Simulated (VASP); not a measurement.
Consider the following.

```xyz
2
Lattice="0.0000 2.7567 2.7567 2.7567 0.0000 2.7567 2.7567 2.7567 0.0000" Properties=species:S:1:pos:R:3 pbc="T T T"
K      0.0000     0.0000     0.0000
F      2.7567     2.7567     2.7567
```

Method: PW91 GGA, VASP's PBE PAW potentials (set 64) (plane waves; VASP). Settings: 520 eV cut-off, 8×8×8 Γ-centred mesh, Gaussian smearing of 0.050 eV, potentials K_sv F.

Task: Give the stress tensor in GPa (positive for a compressed cell).

Result: 
```
-1.45   0.00   0.00
 0.00  -1.45   0.00
 0.00   0.00  -1.45
```
The pressure is its mean diagonal, -1.45 GPa.

The compound is KF in the rock salt structure. This cell is one point of a volume scan, at 1.06 of the reference volume.
